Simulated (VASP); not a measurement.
VASP ran on this input.

### INCAR
```
SYSTEM = Ag2O
PREC = Accurate
ENCUT = 520
EDIFF = 1E-7
NELM = 100
ALGO = Normal
LREAL = .FALSE.
LASPH = .TRUE.
ISMEAR = -5
GGA = PS
LMAXMIX = 4
LWAVE = .FALSE.
LCHARG = .TRUE.
LORBIT = 11
NEDOS = 601
ISIF = 2
```

### POSCAR
```
Ag2O
1.0
  4.7055778965   0.0000000000   0.0000000000
  0.0000000000   4.7055778965   0.0000000000
  0.0000000000   0.0000000000   4.7055778965
Ag O
4 2
Cartesian
  3.5291834224   1.1763944741   3.5291834224
  1.1763944741   3.5291834224   3.5291834224
  3.5291834224   3.5291834224   1.1763944741
  1.1763944741   1.1763944741   1.1763944741
  0.0000000000   0.0000000000   0.0000000000
  2.3527889483   2.3527889483   2.3527889483
```

**KPOINTS**
```
Regular mesh
0
Gamma
 7 7 7
0 0 0
```

POTCAR, in this order: Ag O (PBE.64 set). Program: vasp_std.

Question: Write an equivalent input for Quantum ESPRESSO's pw.x.

Answer: One equivalent input (not run):
```
&CONTROL
  calculation = 'scf'
  pseudo_dir = './pseudo'
  outdir = './out'
  tprnfor = .true.
  tstress = .true.
/
&SYSTEM
  ibrav = 0
  nat = 6
  ntyp = 2
  ecutwfc = 84
  occupations = 'tetrahedra'
  input_dft = 'pbesol'
/
&ELECTRONS
  conv_thr = 7.3e-09
  electron_maxstep = 100
/
ATOMIC_SPECIES
  Ag 107.868 Ag.upf
  O 15.999 O.upf
CELL_PARAMETERS angstrom
     4.7055779    0.0000000    0.0000000
     0.0000000    4.7055779    0.0000000
     0.0000000    0.0000000    4.7055779
ATOMIC_POSITIONS crystal
  Ag   0.7500000  0.2500000  0.7500000
  Ag   0.2500000  0.7500000  0.7500000
  Ag   0.7500000  0.7500000  0.2500000
  Ag   0.2500000  0.2500000  0.2500000
  O    0.0000000  0.0000000  0.0000000
  O    0.5000000  0.5000000  0.5000000
K_POINTS automatic
  7 7 7 0 0 0
```
What does not carry over: the potentials are each code's own (VASP's PAW set, PseudoDojo norm-conserving files in pw.x), so ENCUT and ecutwfc are chosen apart and not converted; conv_thr bounds pw.x's estimated SCF error, while EDIFF bounds the energy change between steps.

The compound is Ag2O in the cuprite structure. It was relaxed first.
